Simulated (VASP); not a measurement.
Level of theory: optB88-vdW, VASP's PBE PAW potentials (set 64) (plane waves; VASP).

VASP input:

### KPOINTS
```
Regular mesh
0
gamma
5 5 5
0 0 0
```

### POSCAR
```
BaZrO3
1
    4.2656720756     0.0000000000     0.0000000000
    0.0000000000     4.2656720756     0.0000000000
    0.0000000000     0.0000000000     4.2656720756
Ba Zr O
1 1 3
Direct
  0.0000000000   0.0000000000   0.0000000000
  0.5000000000   0.5000000000   0.5000000000
  0.5000000000   0.0000000000   0.5000000000
  0.0000000000   0.5000000000   0.5000000000
  0.5000000000   0.5000000000   0.0000000000
```

### INCAR
```
SYSTEM = BaZrO3
PREC = Accurate
ENCUT = 520
EDIFF = 1E-7
NELM = 100
ALGO = Normal
LREAL = .FALSE.
LASPH = .TRUE.
ISMEAR = 0
SIGMA = 0.05
GGA = BO
PARAM1 = 0.1833333333
PARAM2 = 0.22
LUSE_VDW = .TRUE.
AGGAC = 0.0
LMAXMIX = 4
LWAVE = .FALSE.
LCHARG = .FALSE.
ISIF = 2
```

POTCAR, in this order: Ba_sv Zr_sv O (PBE.64 set). Program: vasp_std.

Output

File OUTCAR:
```
 ion  position               nearest neighbor table
   1  0.000  0.000  0.000-   3 3.02   4 3.02   5 3.02   3 3.02   4 3.02   4 3.02   5 3.02   4 3.02
                             3 3.02   5 3.02   3 3.02   5 3.02   2 3.69   2 3.69   2 3.69   2 3.69
   2  0.500  0.500  0.500-   3 2.13   4 2.13   5 2.13   5 2.13   3 2.13   4 2.13   1 3.69   1 3.69
                             1 3.69   1 3.69   1 3.69   1 3.69   1 3.69   1 3.69
   3  0.500  0.000  0.500-   2 2.13   2 2.13   1 3.02   1 3.02   1 3.02   1 3.02
   4  0.000  0.500  0.500-   2 2.13   2 2.13   1 3.02   1 3.02   1 3.02   1 3.02
   5  0.500  0.500  0.000-   2 2.13   2 2.13   1 3.02   1 3.02   1 3.02   1 3.02
  LATTYP: Found a simple cubic cell.
 ALAT       =     4.2656720756
 Subroutine PRICEL returns:
 Original cell was already a primitive cell.
 Subroutine GETGRP returns: Found 48 space group operations
The static configuration has the point symmetry O_h .
The dynamic configuration has the point symmetry O_h .
 Subroutine INISYM returns: Found 48 space group operations
 Subroutine IBZKPT returns following result:
 Found     10 irreducible k-points:

 Following reciprocal coordinates:
            Coordinates               Weight
  0.000000  0.000000  0.000000      1.000000
  0.200000  0.000000  0.000000      6.000000
  0.400000  0.000000  0.000000      6.000000
  0.200000  0.200000  0.000000     12.000000
  0.400000  0.200000  0.000000     24.000000
  0.400000  0.400000  0.000000     12.000000
  0.200000  0.200000  0.200000      8.000000
  0.400000  0.200000  0.200000     24.000000
  0.400000  0.400000  0.200000     24.000000
  0.400000  0.400000  0.400000      8.000000
   k-points           NKPTS =     10   k-points in BZ     NKDIM =     10   number of bands    NBANDS=     24
   number of dos      NEDOS =    301   number of ions     NIONS =      5
   total plane-waves  NPLWV =  32768
   dimension x,y,z NGX =    32 NGY =   32 NGZ =   32
   dimension x,y,z NGXF=    64 NGYF=   64 NGZF=   64
   ions per type =               1   1   3
   PREC   = accura    normal or accurate (medium, high low for compatibility)
   ISTART =      0    job   : 0-new  1-cont  2-samecut
   ICHARG =      2    charge: 1-file 2-atom 10-const
...
```

**OSZICAR**
```
       N       E                     dE             d eps       ncg     rms          rms(c)
DAV:   1     0.338731261452E+03    0.33873E+03   -0.22337E+04   480   0.163E+03
DAV:   2    -0.190542299905E+02   -0.35779E+03   -0.35161E+03   608   0.389E+02
DAV:   3    -0.406995598530E+02   -0.21645E+02   -0.21621E+02   768   0.953E+01
DAV:   4    -0.413401877067E+02   -0.64063E+00   -0.64044E+00   696   0.133E+01
DAV:   5    -0.413555499035E+02   -0.15362E-01   -0.15362E-01   680   0.141E+00    0.274E+01
DAV:   6    -0.329927740488E+02    0.83628E+01   -0.54644E+01   576   0.457E+01    0.121E+01
DAV:   7    -0.329363886636E+02    0.56385E-01   -0.41294E+00   712   0.116E+01    0.703E+00
DAV:   8    -0.329106138349E+02    0.25775E-01   -0.41385E-01   648   0.510E+00    0.708E-01
DAV:   9    -0.329098854285E+02    0.72841E-03   -0.56634E-02   680   0.142E+00    0.490E-01
DAV:  10    -0.329116768369E+02   -0.17914E-02   -0.16388E-02   672   0.113E+00    0.247E-01
DAV:  11    -0.329112139172E+02    0.46292E-03   -0.27916E-03   640   0.444E-01    0.427E-02
DAV:  12    -0.329112599647E+02   -0.46048E-04   -0.15889E-04   624   0.983E-02    0.320E-02
DAV:  13    -0.329112587427E+02    0.12220E-05   -0.29592E-05   704   0.403E-02    0.396E-03
DAV:  14    -0.329112592613E+02   -0.51861E-06   -0.25306E-06   688   0.117E-02    0.184E-03
DAV:  15    -0.329112592211E+02    0.40180E-07   -0.30271E-07   568   0.327E-03
   1 F= -.32911259E+02 E0= -.32911259E+02  d E =-.549684E-26
```

File OUTCAR:
```
------------------------ aborting loop because EDIFF is reached ----------------------------------------
  FORCE on cell =-STRESS in cart. coord.  units (eV):
  Direction    XX          YY          ZZ          XY          YZ          ZX
  --------------------------------------------------------------------------------------
  Total       -2.1065783     -2.1065783     -2.1065783      0.0000000      0.0000000     -0.0000000
  in kB      -43.4836305    -43.4836305    -43.4836305      0.0000000      0.0000000     -0.0000000
  external PRESSURE =     -43.4836305 kB  Pullay stress =       0.0000000 kB
  volume of cell :       77.62
      direct lattice vectors                 reciprocal lattice vectors
     4.265672076  0.000000000  0.000000000     0.234429647  0.000000000  0.000000000
     0.000000000  4.265672076  0.000000000     0.000000000  0.234429647  0.000000000
     0.000000000  0.000000000  4.265672076     0.000000000  0.000000000  0.234429647
 POSITION                                       TOTAL-FORCE (eV/Angst)
 -----------------------------------------------------------------------------------
      0.00000      0.00000      0.00000         0.000000      0.000000      0.000000
      2.13284      2.13284      2.13284         0.000000      0.000000      0.000000
      2.13284      0.00000      2.13284         0.000000      0.000000      0.000000
      0.00000      2.13284      2.13284         0.000000      0.000000      0.000000
      2.13284      2.13284      0.00000         0.000000      0.000000      0.000000
 -----------------------------------------------------------------------------------
    total drift:                                0.000000     -0.000000     -0.000000
  FREE ENERGIE OF THE ION-ELECTRON SYSTEM (eV)
  ---------------------------------------------------
  free  energy   TOTEN  =       -32.9112592211 eV

  energy  without entropy=      -32.9112592211  energy(sigma->0) =      -32.91125922
```
(Selected blocks of OUTCAR.)

The compound is BaZrO3 in the cubic perovskite structure. This cell is one point of a volume scan, at 1.03 of the reference volume.
